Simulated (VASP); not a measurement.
# From one sheet to two: 1T-PtSe2 monolayer, part 6 of 6

What are the lattice, gap and band positions of 1T-PtSe2 monolayer, and what does a second sheet change?

VASP 6.6.1, plane waves and PAW; the level of theory is named at each step.

So far. Step 12 (A rigid stacking): Energy at zero smearing: -17.34170 eV. Step 13 (Relaxing the bilayer): The run ended after 29 ionic steps, 0.014 eV below its first step, once the forces on the free atoms met EDIFFG = -0.004.

## 14. Levels and bands of the bilayer (continued)

Level of this step: optB86b-vdW; plane waves and PAW (Pt, Se) (VASP).

OUTCAR, selected parts (step 14):

```text
   NELECT =      44.0000    total number of electrons

 dipolmoment           0.000000      0.000000      0.005551 electrons x Angstroem

 E-fermi :  -0.6214

 k-point     1 :       0.0000    0.0000    0.0000
  band No.  band energies     occupation
    ...
     18      -1.4376      2.00000
     19      -1.4376      2.00000
     20      -1.2692      2.00000
     21      -1.2692      2.00000
     22      -1.1230      2.00000
     23       1.4405      0.00000
     24       1.4405      0.00000
     25       1.6563      0.00000
     26       1.6563      0.00000
     27       3.0050      0.00000
    ...

Total vdW correction in eV:      7.1596564

  Total        0.5039790      0.5039790     -0.1805031     -0.0000000     -0.0000000      0.0000000
  in kB        2.6669616      2.6669616     -0.9551881     -0.0000000     -0.0000000      0.0000000
  external PRESSURE =       1.4595783 kB  Pullay stress =       0.0000000 kB

 POSITION                                       TOTAL-FORCE (eV/Angst)
 -----------------------------------------------------------------------------------
      0.00000      0.00000      9.96959         0.000000      0.000000      0.001133
     -0.00000      2.14066     15.45846        -0.000000     -0.000000     -0.001137
     -0.00000      2.14066      8.63273         0.000000     -0.000000      0.000456
      1.85387      1.07033     11.30399        -0.000000      0.000000      0.000076
      0.00000      0.00000     14.13036         0.000000      0.000000      0.000040
      1.85387      1.07033     16.79707         0.000000     -0.000000     -0.000569
 -----------------------------------------------------------------------------------
    total drift:                               -0.000000     -0.000001      0.000611

  FREE ENERGIE OF THE ION-ELECTRON SYSTEM (eV)
  ---------------------------------------------------
  free  energy   TOTEN  =       -17.3560789985 eV

  energy  without entropy=      -17.3560789985  energy(sigma->0) =      -17.35607900

Total vdW correction in eV:      7.1596664

 vacuum level on the upper side and lower side of the slab         4.547         4.463

[... 8 parts as in an earlier step ...]

[... 9 further parts left out ...]
```

This step gave:

```yaml
electronic_cycles: 20
fermi_energy: -0.6214 eV
least_gap_on_mesh_and_path: 0.5572 eV
least_direct_gap_on_mesh_and_path: 1.070 eV
dipole_moment: 0, 0, 0.005551 e·Å
vacuum_levels: 4.547, 4.463 eV
ionisation_potentials_of_the_upper_and_lower_face: 5.286, 5.202 eV
electron_affinities_of_the_upper_and_lower_face: 4.729, 4.645 eV
```

Electronic bands along the path, in eV, zero at the valence-band top; v1 is the highest filled band, c1 the lowest empty one:

```tsv
point	v4	v3	v2	v1	c1	c2	c3	c4
Γ	-0.70	-0.53	-0.53	-0.38	2.18	2.18	2.40	2.40
0.54 of the way	-1.15	-1.12	-0.94	-0.71	0.56	1.39	1.71	2.05
M	-2.49	-2.26	-2.25	-1.89	1.62	1.80	1.84	2.24
0.46 of the way	-1.96	-1.86	-1.63	-1.51	1.13	1.29	1.64	1.82
K	-1.77	-1.60	-1.49	-1.44	0.79	1.04	1.14	1.57
0.46 of the way	-1.59	-1.30	-0.83	-0.59	0.83	0.99	1.29	1.78
Γ	-0.70	-0.53	-0.53	-0.38	2.18	2.18	2.40	2.40
```

Of the projections kept (Pt, Se), the largest for each band there; the rest of the weight can lie on other orbitals:

```tsv
point	v4	v3	v2	v1	c1	c2	c3	c4
Γ	Se 0.91	Se 0.90	Se 0.90	Se 0.92	Se 0.61	Se 0.61	Se 0.61	Se 0.61
M	Se 0.80	Se 0.80	Se 0.83	Se 0.84	Pt 0.53	Se 0.57	Se 0.51	Se 0.60
K	Pt 0.76	Pt 0.71	Pt 0.69	Pt 0.68	Pt 0.55	Pt 0.50	Pt 0.50	Se 0.56
Γ	Se 0.91	Se 0.90	Se 0.90	Se 0.92	Se 0.61	Se 0.61	Se 0.61	Se 0.61
```

Zero at the Fermi level. The planar average of the electrostatic potential by height:

```tsv
height (Å)	planar average of the electrostatic potential (eV)
0.0	5.13
0.5	5.09
1.0	5.09
1.5	5.09
2.0	5.09
2.5	5.09
3.0	5.09
3.5	5.09
4.0	5.09
4.5	5.08
5.0	5.08
5.5	5.08
6.0	5.06
6.5	4.98
7.0	4.68
7.5	3.44
8.0	-2.08
8.5	-7.42
9.0	-8.47
9.5	-9.37
10.0	-11.7
10.5	-9.11
11.0	-8.41
11.5	-7.20
12.0	-1.06
12.5	3.40
13.0	3.20
13.5	-2.13
14.0	-7.41
14.5	-8.53
15.0	-9.48
15.5	-11.6
16.0	-8.90
16.5	-8.27
17.0	-7.05
17.5	-0.771
18.0	3.83
18.5	4.84
19.0	5.08
19.5	5.15
20.0	5.16
20.5	5.17
21.0	5.17
21.5	5.17
22.0	5.17
22.5	5.17
23.0	5.17
23.5	5.17
24.0	5.17
24.5	5.17
25.0	5.17
```

Density of states in the PAW spheres, an atom over height of the layer and energy from the Fermi level.

Ten even steps from '0' (0.00 states/eV) to '9' (3.32 states/eV), each cell a mean:
```
000000
000000
000000
111111
121121
131131
131141
121020
050080
090070
020030
050050
161161
140030
141141
281292
041130
021120
010000
000000
000000
000000
```
Columns: height of the layer (Å) from 8.6 to 16.8 (not evenly spaced); rows upwards: energy from the Fermi level (eV) from -7.9 to 0.5.

The map of layer states is cut here 0.5 eV above the Fermi level, so it leaves out the states above that.

The vacuum level lies 5.29 eV above the highest filled level at the upper face; the two faces differ by 0.08 eV, the step that the slab's dipole of 0.006 e·Å makes.

The program found no field-free point at its default tolerance, but its printed level agrees with the flat part of the planar average.

## 15. Putting the energies together

This step: monolayer and bilayer, optB86b-vdW; plane waves and PAW (VASP 6.6.1).

This step runs nothing: it gathers the runs above.

Numbers from this step:

* polarisability per area of the slab or monolayer: 0.3968 Å
* gap with spin orbit: 1.106 eV
* binding energy: -24.58 meV/Å²
* interlayer gap: 2.826 Å
* bilayer gap: 0.5572 eV
* bilayer level below vacuum: 5.286 eV
* lattice a: 3.708 Å
* lattice b: 3.708 Å
* thickness: 2.665 Å
* monolayer gap: 1.292 eV
* ionisation potential at the upper face: 5.814 eV

VASP counts both for electrons: a positive EFIELD is a field along -c, and a positive dipole, in electrons times A, points along -c. Field, by row:

```tsv
EFIELD (eV/Å)	dipole along z of the monolayer (e Å)	energy change of the monolayer (eV)
-0.1	-0.03281	-0.001716
0	0	0
0.1	0.03281	-0.001717
```

Rigid sheets, 3.1 Å apart. Stackings, by row:

```tsv
stacking	energy above the lowest (meV/Å²)
turned by 180 degrees, shift 0.33 0.67	0
same orientation, shift 0.00 0.00	0.3873
same orientation, shift 0.67 0.33	1.798
same orientation, shift 0.33 0.67	17.78
turned by 180 degrees, shift 0.00 0.00	20.75
```

The polarisability is the slope of the dipole against the field, as a volume for each unit of area.

## 16. Summary of results

- lattice a: 3.71 Å
- monolayer gap: 1.29 eV
- gap with spin orbit: 1.11 eV
- binding energy: -24.6 meV/Å²
- interlayer gap: 2.83 Å
- bilayer gap: 0.557 eV
- polarisability per area of the slab or monolayer: 0.397 Å

What this shows: The monolayer relaxes to a = 3.708 Å and has a gap of 1.29 eV (1.11 eV with spin-orbit coupling). The ionisation potential is 5.81 eV at both faces. Of 5 rigid stackings the lowest has the upper sheet turned by 180 degrees and shifted by (0.33, 0.67) in cell vectors, and the highest lies 20.7 meV/Å² above it. Relaxed, the sheets lie 2.83 Å apart and bind by 24.6 meV/Å². The next stacking lies close, and only the lowest was relaxed, so the order could change. The second sheet narrows the gap, to 0.56 eV. All runs are without spin polarisation. The bilayer keeps the monolayer's lattice, and only high-symmetry stackings were tried. Semilocal gaps are too small. Levels against the vacuum, binding and the bilayer's gap are without spin-orbit coupling.

[Lines on the potential files, build, host, timing and source positions are cut from VASP's logs without a mark.]

[Logs are printed without paths, hosts, clocks, repeated set-up lines and the standing remarks that a program may print on its own settings, such as how far it seeks lower states.]

[Hosts, paths, dates, database ids (printed as entryN), source tags and the programs' standing remarks are cut or masked in the printed files.]

[Runs that stopped without an error message from VASP are left out.]
